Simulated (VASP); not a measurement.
Given:

```xyz
3
Lattice="0.0000 2.5563 2.5563 2.5563 0.0000 2.5563 2.5563 2.5563 0.0000" Properties=species:S:1:pos:R:3 pbc="T T T"
Hf     0.0000     0.0000     0.0000
O      3.8345     3.8345     3.8345
O      1.2782     1.2782     1.2782
```

All values below come from LDA (Ceperley-Alder, Perdew-Zunger), VASP's LDA PAW potentials (set 64) (plane waves; VASP). Numerical set-up: 400 eV cut-off, 6×6×6 Γ-centred mesh, Fermi-Dirac smearing of 0.020 eV, potentials Hf_pv O.

At this cut-off the stress carries a Pulay error, which pulls relaxed volumes low.

Question: Give the stress tensor in GPa (positive for a compressed cell).

Answer: 
```
-24.87    0.00    0.00
  0.00  -24.87    0.00
  0.00    0.00  -24.87
```
The pressure is its mean diagonal, -24.87 GPa.

The structure comes from a computed database's HfO2 entry; how it stands against other phases isn't given here. The cell was not relaxed at this level.
